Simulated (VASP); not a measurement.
Consider the following.

```xyz
2
Lattice="1.7923 -3.1043 0.0000 1.7923 3.1043 0.0000 0.0000 0.0000 5.6260" Properties=species:S:1:pos:R:3 pbc="T T T"
Tl     1.7923     1.0348     1.4065
Tl     1.7923    -1.0348     4.2195
```

Method: PW91 GGA, VASP's PBE PAW potentials (set 64) (plane waves; VASP 6.6.1). Settings: 520 eV cut-off, Gaussian smearing of 0.050 eV, potentials Tl_d.

Question: Give the energies of bands 11 to 16 at the high-symmetry points, in eV from the Fermi level.

Answer: 
| band | Γ | M | K | A | L | H |
|---|---|---|---|---|---|---|
| 11 | -9.52 | -5.82 | -4.75 | -8.18 | -4.87 | -4.32 |
| 12 | -5.04 | -4.69 | -4.75 | -8.18 | -4.87 | -4.32 |
| 13 | -2.48 | -0.75 | -1.21 | 3.24 | -2.04 | -0.86 |
| 14 | 7.11 | 0.59 | 1.62 | 3.24 | -2.04 | -0.86 |
| 15 | 7.11 | 1.28 | 1.62 | 8.04 | 5.06 | 0.23 |
| 16 | 9.05 | 3.49 | 2.71 | 8.04 | 5.06 | 0.23 |

It has no gap at this level: it comes out as a metal or semimetal.

The compound is Tl in the hcp structure. It was relaxed first, which changed the volume by +9 %.
